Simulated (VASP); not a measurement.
Consider the following.

```
CELL_PARAMETERS angstrom
     -1.65270     1.65270     1.65270
      1.65270    -1.65270     1.65270
      1.65270     1.65270    -1.65270
ATOMIC_POSITIONS crystal
  Nb 0.00000 0.00000 0.00000
```

Computed with PBE GGA, VASP's PBE PAW potentials (set 64) (plane waves; VASP). Settings: 480 eV cut-off, 14×14×14 Γ-centred mesh, first-order Methfessel-Paxton smearing of 0.10 eV, potentials Nb_sv.

Energy and stress use the plane-wave basis of the starting cell.

Q: The ions, cell shape and volume at an external pressure of 20.0 GPa are relaxed. What does this cell relax into?

A: 
```
CELL_PARAMETERS angstrom
     -1.60010     1.60010     1.60010
      1.60010    -1.60010     1.60010
      1.60010     1.60010    -1.60010
ATOMIC_POSITIONS crystal
  Nb 0.00000 0.00000 0.00000
```
Space group Im-3m (229), at a tolerance of 0.03 Å.

Q: How do energy and volume change from the first to the last step?

A: The energy (σ→0) changes by +99.2 meV/atom and the volume by -9.2 %, in 5 ionic steps.

The compound is Nb in the bcc structure. This run relaxes it under an external pressure of 20 GPa. Symmetry was kept, so distortions that lower it aren't found.
